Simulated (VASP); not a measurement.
Input:

```
Lu3TlC
1.0
    4.74607     0.00000     0.00000
    0.00000     4.74607     0.00000
    0.00000     0.00000     4.74607
Lu Tl C
3 1 1
Cartesian
  2.37303   0.00000   2.37303
  0.00000   2.37303   2.37303
  2.37303   2.37303   0.00000
  0.00000   0.00000   0.00000
  2.37303   2.37303   2.37303
```

The numbers are results of PBEsol GGA, VASP's PBE PAW potentials (set 64) (plane waves; VASP), not measurements. Settings: 400 eV cut-off, 5×5×5 Γ-centred mesh, Gaussian smearing of 0.14 eV, potentials Lu_3 Tl_d C.

Question: Give the energies of bands 16 to 25 at the high-symmetry points, in eV from the Fermi level.

Answer: 
```
band      Γ      X      M      R
----  -----  -----  -----  -----
16    -7.26  -6.63  -6.01  -6.18
17    -0.65  -3.23  -3.99  -3.95
18    -0.65  -2.59  -3.99  -3.95
19    -0.65  -1.07  -1.68  -3.95
20    -0.41  -1.07  -1.29  -0.65
21    -0.41  -0.45  -1.29  -0.65
22     0.20  -0.45  -0.62  -0.65
23     0.20   0.51   1.76   1.72
24     0.20   1.19   2.03   1.72
25     2.14   2.24   2.12   1.72
```

It has no gap at this level: it comes out as a metal or semimetal.

The structure comes from a computed database's Lu3TlC entry (Pm-3m); how it stands against other phases isn't given here. The cell was not relaxed at this level.
